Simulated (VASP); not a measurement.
LiTb3: single point with PBEsol

LiTb3:

```
Tb Li
1.0
     7.02532    0.00000    0.00000
    -3.51266    6.08411    0.00000
     0.00000    0.00000    5.54800
Tb Li
6 2
Direct
  0.33796 0.16898 0.75000
  0.83102 0.16898 0.75000
  0.83102 0.66204 0.75000
  0.66204 0.83102 0.25000
  0.16898 0.83102 0.25000
  0.16898 0.33796 0.25000
  0.66667 0.33333 0.25000
  0.33333 0.66667 0.75000
```

The cell comes from a database or a generator and needn't be the stable form of this composition.

```
Program                : VASP 6.6.1
Task                   : single point
Functional             : PBEsol
Potentials or basis    : VASP PAW PBE potentials, release 64 (Tb_3, Li_sv), 4f in core
Cutoff                 : 520 eV
k mesh                 : 5 × 5 × 5
Occupations            : gaussian, width 0.02 eV
Spin                   : collinear spin, ferromagnetic start
Starting moments       : [6.0, 6.0, 6.0, 6.0, 6.0, 6.0, 0.0, 0.0] μB
Further INCAR settings : ALGO = Fast; EDIFF = 1.00e-06; NBANDS = 44
```

* Largest force: 0.108 eV/Å
* Band gap on the k mesh: none (metal or under the smearing width)
* Net moment: 0.62 μB per cell
* Site moments: Tb +0.06; Li +0.00 μB
* Valence electrons inside the program's atomic spheres: Tb 7.75; Li 2.09

Forces in eV/Å, atoms in the order of the input:
```
Tb  -0.094 -0.054  0.000
Tb   0.094 -0.054  0.000
Tb   0.000  0.108  0.000
Tb   0.094  0.054  0.000
Tb  -0.094  0.054  0.000
Tb   0.000 -0.108  0.000
Li   0.000  0.000  0.000
Li   0.000  0.000  0.000
```

Levels at points of the mesh, in eV from the Fermi level:
Spin up:
```csv
k point,band 28,band 29,band 30,band 31,band 32,band 33,band 34,band 35
"(0.00, 0.00, 0.00)",-0.72,-0.72,-0.16,-0.16,-0.03,-0.03,0.82,0.88
```
Spin down:
```tsv
k point	band 26	band 27	band 28	band 29	band 30	band 31	band 32	band 33	band 34	band 35
(0.00, 0.00, 0.00)	-1.39	-1.25	-0.66	-0.66	-0.08	-0.08	0.06	0.06	0.88	0.94
```

It took 15 min on 1 thread of Intel(R) Xeon(R) Platinum 8559C (Emerald Rapids), with other jobs on the host, peak memory 0.57 GiB.

Caveat: the magnetic or orbital state may not be the lowest; the PAW data sets were made with another functional, which shifts forces and pressure a little; spin-orbit coupling is left out, which moves the levels of the heavy elements; the 4f electrons are frozen in the core as for a trivalent ion, so they carry no moment and show no levels. The state reached can hang on the start; a lower one may exist.
